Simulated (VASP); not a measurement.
```xyz
4
Lattice="3.8765 0.0000 0.0000 0.0000 3.8765 0.0000 0.0000 0.0000 3.8765" Properties=species:S:1:pos:R:3 pbc="T T T"
Ti     0.0000     0.0000     0.0000
Pt     0.0000     1.9383     1.9383
Pt     1.9383     0.0000     1.9383
Pt     1.9383     1.9383     0.0000
```

Computed with LDA (Ceperley-Alder, Perdew-Zunger), VASP's LDA PAW potentials (set 64) (plane waves; VASP). Numerical set-up: 520 eV cut-off, 9×9×9 Γ-centred mesh, tetrahedra with Blöchl corrections, potentials Ti_sv Pt.

The cores are frozen, which limits the accuracy of field gradients.

Task: Give the principal components of the electric field gradient (V/Å²) and the asymmetry η at each nucleus.

Result: 
```json
[
 {"atom": "Ti1", "Vxx": "0.0", "Vyy": "0.0", "Vzz": "0.0", "η": "-"},
 {"atom": "Pt2", "Vxx": "37.3", "Vyy": "37.3", "Vzz": "-74.7", "η": "0.00"},
 {"atom": "Pt3", "Vxx": "37.3", "Vyy": "37.3", "Vzz": "-74.7", "η": "0.00"},
 {"atom": "Pt4", "Vxx": "37.3", "Vyy": "37.3", "Vzz": "-74.7", "η": "0.00"}
]
```

The compound is Pt3Ti in the L1_2 structure. It was relaxed first.
